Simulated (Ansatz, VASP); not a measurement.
**Li2BrF: VASP beside Ansatz**

Aim: how closely do two programs agree when they are given the same cell, functional and k mesh? The cell is invented: As first built, before any earlier steps moved the atoms (in the runner's words): Br for half of the F in the LiF structure of space group P6_3mc. It may not be a known or stable phase. The cell is taken from a series of runs on this material, whose earlier steps may have relaxed, scaled, displaced or heated it; both programs get it as it stands.

Calculated with Ansatz 0.2.0; plane waves, with VASP 6.6.1 beside it; relaxation of cell and atoms at r2SCAN.

## Step 1: The structure

The structure is trigonal, space group P3m1 (No. 156). Conventional cell: a = 3.331 Å, b = 3.331 Å, c = 5.231 Å, α = 90.00°, β = 90.00°, γ = 120.00°. Li has 3 F at 2.01 Å and 1 Br at 2.03 Å nearest. Nearest to Li lie 3 Br at 2.01 Å and 1 F at 2.03 Å. Nearest to Br lie 4 Li at 2.01 to 2.03 Å. Nearest to F lie 4 Li at 2.01 to 2.03 Å. It derives from LiF. As first built, before any earlier steps moved the atoms (in the runner's words): Br for half of the F in the LiF structure of space group P6_3mc. Farther neighbours and most contacts between anions are not listed.

Structure file:

```xyz
4
Lattice="3.3310 0.0000 0.0000 -1.6655 2.8847 0.0000 0.0000 0.0000 5.2314" Properties=species:S:1:pos:R:3 pbc="T T T"
Li    0.0000    1.9231    1.9940
Li    1.6655    0.9616    4.6097
Br    0.0000    1.9231    5.1992
F     1.6655    0.9616    2.5835
```

## Step 2: VASP: relaxation of cell and atoms, r2SCAN

The relaxed volume is the usual yardstick between codes: in a stiff, nearly cubic crystal its relative difference is about their pressure difference at one cell divided by the bulk modulus.

Lines of VASP's logs that name or quote its potential files are left out, and so is its time.

Input file INCAR:

```
SYSTEM = Li2BrF
PREC = Accurate
ENCUT = 830
EDIFF = 1E-07
NELM = 120
ISMEAR = 0
SIGMA = 0.03
LREAL = .FALSE.
ALGO = Normal
METAGGA = R2SCAN
LASPH = .TRUE.
NBANDS = 16
LORBIT = 11
LWAVE = .FALSE.
LCHARG = .FALSE.
ISIF = 3
IBRION = 2
NSW = 80
EDIFFG = -0.005
GGA_COMPAT = .FALSE.
NELMIN = 4
EFERMI = MIDGAP
LMIXTAU = .TRUE.
```

Input file POSCAR:

```
Li2BrF
1.0
    3.3309670000      0.0000000000      0.0000000000
   -1.6654830000      2.8847020000      0.0000000000
    0.0000000000      0.0000000000      5.2314120000
Li Br F
2 1 1
Direct
    0.3333331177      0.6666664356      0.3811542658
    0.6666664087      0.3333332178      0.8811542658
    0.3333331177      0.6666664356      0.9938437271
    0.6666664087      0.3333332178      0.4938437271
```

Input file KPOINTS:

```
Automatic mesh
0
Gamma
8 8 4
0 0 0
```

Potentials, in the order of the species: Li_sv, Br and F (PBE family, release 64).

Started as:

```console
$ mpirun -np 1 vasp_std
```

Numbers of over 12 decimals in the logs are rounded to 6 here.

The log of the run:

```text
[banner, memory and clock lines left out]
running    1 mpi-ranks, on    1 nodes
 distrk:  each k-point on    1 cores,    1 groups
 distr:  one band on    1 cores,    1 groups

 POSCAR found type information on POSCAR LiBrF
 POSCAR found :  3 types and       4 ions
|                                                                             |
|               ----> ADVICE to this user running VASP <----                  |
|                                                                             |
|     You enforced a specific xc type in the INCAR file but a different       |
|     [... a line on the potential file left out ...]
|     I HOPE YOU KNOW WHAT YOU ARE DOING!                                     |
|                                                                             |

 LDA part: xc-table for (None), standard interpolation
 POSCAR, INCAR and KPOINTS ok, starting setup
 FFT: planning ... GRIDC
 FFT: planning ... GRID_SOFT
 FFT: planning ... GRID
 WAVECAR not read
 entering main loop
       N       E                     dE             d eps       ncg     rms          rms(c)
DAV:   1     0.150991539764E+03    0.15099E+03   -0.13417E+04  1120   0.184E+03
DAV:   2    -0.193888853361E+02   -0.17038E+03   -0.16573E+03  1400   0.378E+02
DAV:   3    -0.332259365722E+02   -0.13837E+02   -0.13783E+02  2096   0.836E+01
DAV:   4    -0.336926204458E+02   -0.46668E+00   -0.46664E+00  1352   0.149E+01
DAV:   5    -0.337030079024E+02   -0.10387E-01   -0.10387E-01  1760   0.184E+00    0.528E+00
DAV:   6    -0.301778931080E+02    0.35251E+01   -0.23680E+00  1496   0.124E+01    0.258E+00
DAV:   7    -0.275463354322E+02    0.26316E+01   -0.81721E-01  1792   0.967E+00    0.158E+00
DAV:   8    -0.300462436504E+02   -0.24999E+01   -0.92785E-01  1704   0.906E+00    0.126E+00
DAV:   9    -0.286440114223E+02    0.14022E+01   -0.49632E-01  1208   0.742E+00    0.566E-01
DAV:  10    -0.283040790811E+02    0.33993E+00   -0.39612E-01  1344   0.671E+00    0.345E-01
DAV:  11    -0.282226828173E+02    0.81396E-01   -0.73741E-02  1224   0.411E+00    0.304E-01
DAV:  12    -0.282359497054E+02   -0.13267E-01   -0.50727E-02  1136   0.337E+00    0.223E-01
DAV:  13    -0.282895599127E+02   -0.53610E-01   -0.11967E-02  1152   0.136E+00    0.146E-01
DAV:  14    -0.283016918679E+02   -0.12132E-01   -0.31657E-03  1552   0.658E-01    0.100E-01
[...]
DAV:  23    -0.283110075510E+02   -0.27459E-05   -0.11374E-06  1376   0.150E-02    0.151E-03
DAV:  24    -0.283110073505E+02    0.20055E-06   -0.12691E-07  1144   0.505E-03    0.960E-04
DAV:  25    -0.283110059565E+02    0.13940E-05   -0.20842E-07   992   0.743E-03    0.671E-04
DAV:  26    -0.283110088558E+02   -0.28993E-05   -0.30973E-07  1152   0.774E-03    0.525E-04
DAV:  27    -0.283110083997E+02    0.45614E-06   -0.52781E-08   904   0.303E-03    0.332E-04
DAV:  28    -0.283110074952E+02    0.90451E-06   -0.15247E-08   888   0.180E-03    0.917E-05
DAV:  29    -0.283110073615E+02    0.13372E-06   -0.61472E-09   664   0.925E-04    0.124E-04
DAV:  30    -0.283110073211E+02    0.40381E-07   -0.65001E-10   624   0.312E-04
   1 F= -.28311007E+02 E0= -.28311007E+02  d E =-.283110E+02
[... from here on, the cycles between the ionic steps are left out ...]
  28 F= -.30327414E+02 E0= -.30327414E+02  d E =-.138650E-02
  29 F= -.30327756E+02 E0= -.30327756E+02  d E =-.341057E-03
  30 F= -.30327996E+02 E0= -.30327996E+02  d E =-.581905E-03
  31 F= -.30328221E+02 E0= -.30328221E+02  d E =-.224437E-03
  32 F= -.30328333E+02 E0= -.30328333E+02  d E =-.336351E-03
  33 F= -.30328327E+02 E0= -.30328327E+02  d E =-.330156E-03
 curvature:  -2.26 expect dE=-0.382E-04 dE for cont linesearch -0.203E-08
 trial: gam= 0.06285 g(F)=  0.963E-05 g(S)=  0.729E-05 ort =-0.487E-06 (trialstep = 0.190E+01)
 search vector abs. value=  0.179E-04
 bond charge predicted
       N       E                     dE             d eps       ncg     rms          rms(c)
DAV:   1    -0.303284579337E+02   -0.13129E-03   -0.10058E-02  1120   0.101E+00    0.847E-02
DAV:   2    -0.303283471242E+02    0.11081E-03   -0.47592E-04  1456   0.193E-01    0.240E-02
DAV:   3    -0.303283427592E+02    0.43650E-05   -0.43179E-05  1296   0.648E-02    0.123E-02
DAV:   4    -0.303283248595E+02    0.17900E-04   -0.34115E-05  1120   0.724E-02    0.464E-03
DAV:   5    -0.303283519321E+02   -0.27073E-04   -0.28247E-05  1120   0.611E-02    0.294E-03
DAV:   6    -0.303283565570E+02   -0.46249E-05   -0.30944E-06  1568   0.187E-02    0.783E-04
DAV:   7    -0.303283591763E+02   -0.26193E-05   -0.15669E-06  1176   0.148E-02    0.755E-04
DAV:   8    -0.303283596420E+02   -0.46572E-06   -0.21684E-07  1040   0.534E-03    0.323E-04
DAV:   9    -0.303283623104E+02   -0.26684E-05   -0.14422E-07  1112   0.509E-03    0.205E-04
DAV:  10    -0.303283630457E+02   -0.73527E-06   -0.58636E-08  1128   0.275E-03    0.196E-04
DAV:  11    -0.303283633214E+02   -0.27564E-06   -0.21623E-08   640   0.158E-03    0.972E-05
DAV:  12    -0.303283634940E+02   -0.17269E-06   -0.13486E-08   608   0.129E-03    0.580E-05
DAV:  13    -0.303283637710E+02   -0.27693E-06   -0.14962E-08   576   0.139E-03    0.430E-05
DAV:  14    -0.303283637566E+02    0.14369E-07   -0.51536E-09   560   0.701E-04
  34 F= -.30328364E+02 E0= -.30328364E+02  d E =-.372019E-04
 trial-energy change:   -0.000037  1 .order   -0.000015   -0.000032    0.000002
 step:   1.8785(harm=  1.7794)  dis= 0.00056  next Energy=   -30.328364 (dE=-0.372E-04)
 reached required accuracy - stopping structural energy minimisation
```

From OUTCAR (step 2):

```text
ion  position               nearest neighbor table
   1  0.333  0.667  0.381-   4 2.01   4 2.01   4 2.01   3 2.03
   2  0.667  0.333  0.881-   3 2.01   3 2.01   3 2.01   4 2.03
   3  0.333  0.667  0.994-   2 2.01   2 2.01   2 2.01   1 2.03
   4  0.667  0.333  0.494-   1 2.01   1 2.01   1 2.01   2 2.03

  LATTYP: Found a hexagonal cell.
 ALAT       =     3.3309670000
 C/A-ratio  =     1.5705385253

 Subroutine GETGRP returns: Found  6 space group operations
 (whereof  6 operations were pure point group operations)

The static configuration has the point symmetry C_3v.

 Found     35 irreducible k-points:

   k-points           NKPTS =     35   k-points in BZ     NKDIM =     35   number of bands    NBANDS=     16

   dimension x,y,z NGX =    32 NGY =   32 NGZ =   50
   dimension x,y,z NGXF=    64 NGYF=   64 NGZF=  100

   ENCUT  =  830.0 eV  61.00 Ry    7.81 a.u.   7.82  7.82 12.29*2*pi/ulx,y,z

   NELECT =      20.0000    total number of electrons

 k-points in reciprocal lattice and weights: Automatic mesh
   0.00000000  0.00000000  0.00000000       0.004
   0.12500000  0.00000000  0.00000000       0.023
   0.25000000  0.00000000  0.00000000       0.023
   0.37500000  0.00000000  0.00000000       0.023
   0.50000000  0.00000000  0.00000000       0.012
   0.12500000  0.12500000  0.00000000       0.023
   0.25000000  0.12500000  0.00000000       0.047
   0.37500000  0.12500000  0.00000000       0.047
   0.25000000  0.25000000  0.00000000       0.023
[...]
0.25000000  0.25000000  0.50000000       0.023
   0.37500000  0.25000000  0.50000000       0.023

 average (electrostatic) potential at core
       1 -68.1086       2 -67.1277       3 -68.9006       4 -82.5337

 E-fermi :   1.8240

 k-point     1 :       0.0000    0.0000    0.0000
  band No.  band energies     occupation
    ...
      6      -3.6903      2.00000
      7      -3.6903      2.00000
      8      -2.2637      2.00000
      9      -0.5541      2.00000
     10      -0.5541      2.00000
     11       4.2021      0.00000
     12       7.8338      0.00000
     13      10.1362      0.00000
     14      10.1362      0.00000
     15      10.2784      0.00000
    ...

 k-point     2 :       0.1250    0.0000    0.0000
  band No.  band energies     occupation
    ...
      6      -3.7704      2.00000
      7      -3.7194      2.00000
      8      -2.2613      2.00000
      9      -1.0915      2.00000
     10      -0.6779      2.00000
     11       4.5016      0.00000
     12       8.3602      0.00000
     13       9.7796      0.00000
     14      10.1663      0.00000
     15      10.5198      0.00000
    ...

 k-point     3 :       0.2500    0.0000    0.0000
  band No.  band energies     occupation
    ...
      6      -3.9423      2.00000
      7      -3.7894      2.00000
      8      -2.2626      2.00000
      9      -2.1372      2.00000
     10      -0.9525      2.00000
     11       5.2322      0.00000
     12       8.2506      0.00000
     13       9.1100      0.00000
     14      10.5238      0.00000
     15      11.0072      0.00000
    ...

  Total       -0.0011133     -0.0011133     -0.0001713     -0.0000000     -0.0000000      0.0000000
  in kB       -0.0262983     -0.0262983     -0.0040462     -0.0000000     -0.0000000      0.0000000
  external PRESSURE =      -0.0188809 kB  Pullay stress =       0.0000000 kB

  energy-cutoff  :      830.00
  volume of cell :       67.83
      direct lattice vectors                 reciprocal lattice vectors
     3.677356961  0.000000051 -0.000000000     0.271934436  0.157001373  0.000000000
    -1.838677884  3.184684469  0.000000000    -0.000000004  0.314002848 -0.000000000
    -0.000000000  0.000000000  5.791520455     0.000000000 -0.000000000  0.172666229

 POSITION                                       TOTAL-FORCE (eV/Angst)
 -----------------------------------------------------------------------------------
      0.00000      2.12312      2.53267         0.000000     -0.000000     -0.001956
      1.83868      1.06156      4.69733         0.000000      0.000000      0.001952
      0.00000      2.12312      5.78104         0.000000      0.000000      0.002412
      1.83868      1.06156      2.91562        -0.000000     -0.000000     -0.002407
 -----------------------------------------------------------------------------------
    total drift:                                0.002144      0.001627     -0.066752

  FREE ENERGIE OF THE ION-ELECTRON SYSTEM (eV)
  ---------------------------------------------------
  free  energy   TOTEN  =       -30.3283637566 eV

  energy  without entropy=      -30.3283637566  energy(sigma->0) =      -30.32836376

 reached required accuracy - stopping structural energy minimisation

 total charge
# of ion       s       p       d       tot
------------------------------------------
    1        2.001   0.008   0.000   2.009
    2        2.026   0.027   0.000   2.053
    3        1.596   3.404   0.006   5.006
    4        1.726   4.395   0.000   6.121
--------------------------------------------------
tot          7.349   7.834   0.006  15.189

[... 3 further parts left out ...]
```

CONTCAR:

```
Li2BrF
   1.00000000000000
     3.6773569614828396    0.0000000514324497   -0.0000000000000000
    -1.8386778842042066    3.1846844689280469    0.0000000000000000
    -0.0000000000000000    0.0000000000000000    5.7915204554955979
  Li              Br              F
     2     1     1
Direct
     0.3333331177000005    0.6666664355999998    0.4373073170353651
     0.6666664087000029    0.3333332178000035    0.8110701589667267
     0.3333331177000005    0.6666664355999998    0.9981902349567873
     0.6666664087000029    0.3333332178000035    0.5034282748411195
```

After so large a change of volume the plane waves of the start cell no longer fit, so the final stress carries a basis-set error. The run keeps the 6 symmetry operations of its start, so it cannot find a distortion of lower symmetry.

(Part 1 of 2 ends here.)

[Lines on the potential files, build, host, timing and source positions are cut from VASP's logs without a mark.]

[Logs are printed without paths, hosts, clocks, repeated set-up lines and the standing remarks that a program may print on its own settings, such as how far it seeks lower states.]

[Hosts, paths, dates, database ids (printed as entryN), source tags and the programs' standing remarks are cut or masked in the printed files.]
